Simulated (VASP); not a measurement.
OSZICAR of a VASP run on CoSi2 (fluorite):

### OSZICAR
```
       N       E                     dE             d eps       ncg     rms          rms(c)
DAV:   1     0.703426149207E+02    0.70343E+02   -0.70065E+03  1344   0.134E+03
DAV:   2    -0.155312587206E+02   -0.85874E+02   -0.80156E+02  1348   0.253E+02
DAV:   3    -0.196528216136E+02   -0.41216E+01   -0.39828E+01  1752   0.638E+01
DAV:   4    -0.197521672754E+02   -0.99346E-01   -0.99177E-01  1636   0.951E+00
DAV:   5    -0.197551504496E+02   -0.29832E-02   -0.29860E-02  1800   0.166E+00    0.145E+01
DAV:   6    -0.235165618278E+02   -0.37614E+01   -0.40943E+01  1720   0.137E+02    0.183E+01
DAV:   7    -0.183693468708E+02    0.51472E+01   -0.17317E+01  1764   0.108E+02    0.377E+00
DAV:   8    -0.184025355765E+02   -0.33189E-01   -0.10998E+00  1608   0.901E+00    0.195E+00
DAV:   9    -0.183689038328E+02    0.33632E-01   -0.11025E-01  1692   0.709E+00    0.461E-01
DAV:  10    -0.183692595961E+02   -0.35576E-03   -0.62589E-03  1628   0.927E-01    0.742E-02
DAV:  11    -0.183692864716E+02   -0.26875E-04   -0.36203E-04  2052   0.353E-01    0.391E-02
DAV:  12    -0.183693271764E+02   -0.40705E-04   -0.97031E-05  1416   0.848E-02    0.289E-02
DAV:  13    -0.183693261197E+02    0.10567E-05   -0.30266E-06  1748   0.149E-02    0.548E-03
DAV:  14    -0.183693251831E+02    0.93656E-06   -0.10882E-06  1472   0.120E-02    0.328E-03
DAV:  15    -0.183693262875E+02   -0.11044E-05   -0.12581E-07  1164   0.737E-03    0.105E-03
DAV:  16    -0.183693267321E+02   -0.44459E-06   -0.88750E-08   820   0.250E-03    0.349E-04
DAV:  17    -0.183693266910E+02    0.41144E-07   -0.11330E-08   740   0.177E-03
   1 F= -.18369327E+02 E0= -.18369327E+02  d E =0.000000E+00
```

Problem. Which electronic solver shows in the log?

Solution. It is blocked Davidson (ALGO = Normal, or the opening steps of other solvers). The INCAR had ALGO = Normal.

Problem. How was spin treated?

Solution. Without spin polarisation: there is no mag entry.

Problem. Can the final energy be trusted as converged?

Solution. The run converged. It stopped with EDIFF = 1E-7, NELM = 100 (revPBE GGA, plane waves, VASP's PBE PAW potentials (set 64)).

The compound is CoSi2 in the fluorite structure. It was relaxed first. The run is not spin-polarised, so no magnetic state was tried. The electron count is odd and the run is not spin-polarised, which forces a metal.
